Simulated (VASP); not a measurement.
An input for Quantum ESPRESSO's pw.x (written as the equivalent of a VASP run, and not itself run):

```
&CONTROL
  calculation = 'scf'
  pseudo_dir = './pseudo'
  outdir = './out'
  tprnfor = .true.
  tstress = .true.
/
&SYSTEM
  ibrav = 0
  nat = 2
  ntyp = 1
  ecutwfc = 78
  occupations = 'smearing'
  smearing = 'methfessel-paxton'
  degauss = 0.00735
  input_dft = 'vdw-df2-b86r'
/
&ELECTRONS
  conv_thr = 7.3e-09
  electron_maxstep = 100
/
ATOMIC_SPECIES
  Ge 72.630 Ge.upf
CELL_PARAMETERS angstrom
     0.0000000    2.9170699    2.9170699
     2.9170699    0.0000000    2.9170699
     2.9170699    2.9170699    0.0000000
ATOMIC_POSITIONS crystal
  Ge   0.0000000  0.0000000  0.0000000
  Ge   0.2500000  0.2500000  0.2500000
K_POINTS automatic
  11 11 11 0 0 0
```

Question: Translate this input to VASP (INCAR, KPOINTS, POSCAR, choice of POTCAR).

Answer: Several could match; the one computed here: 
**KPOINTS**
```
Automatic mesh
0
Gamma
11 11 11
0 0 0
```

File POSCAR:
```
Ge
1
    0.0000000000     2.9170698768     2.9170698768
    2.9170698768     0.0000000000     2.9170698768
    2.9170698768     2.9170698768     0.0000000000
Ge
2
Direct
  0.0000000000   0.0000000000   0.0000000000
  0.2500000000   0.2500000000   0.2500000000
```

### INCAR
```
! general
SYSTEM  =Ge
PREC    =Accurate
ENCUT   =520
LREAL   =.FALSE.
LASPH   =.TRUE.

! electronic loop
EDIFF   =1E-7
NELM    =100
ALGO    =Normal
LMAXMIX =4

! smearing
ISMEAR  =1
SIGMA   =0.1

! functional
GGA     =MK
LUSE_VDW=.TRUE.
AGGAC   =0.0
PARAM1  =0.1234568
PARAM2  =0.7114
ZAB_VDW =-1.8867

! ions
ISIF    =2

! output
LWAVE   =.FALSE.
LCHARG  =.FALSE.
```

POTCAR, in this order: Ge_d (PBE.64 set). Program: vasp_std.

Limits of the translation: the potentials are each code's own (VASP's PAW set, PseudoDojo norm-conserving files in pw.x), so ENCUT and ecutwfc are chosen apart and not converted; conv_thr bounds pw.x's estimated SCF error, while EDIFF bounds the energy change between steps.

The compound is Ge in the diamond structure. This cell is one point of a volume scan, at 1.06 of the reference volume.
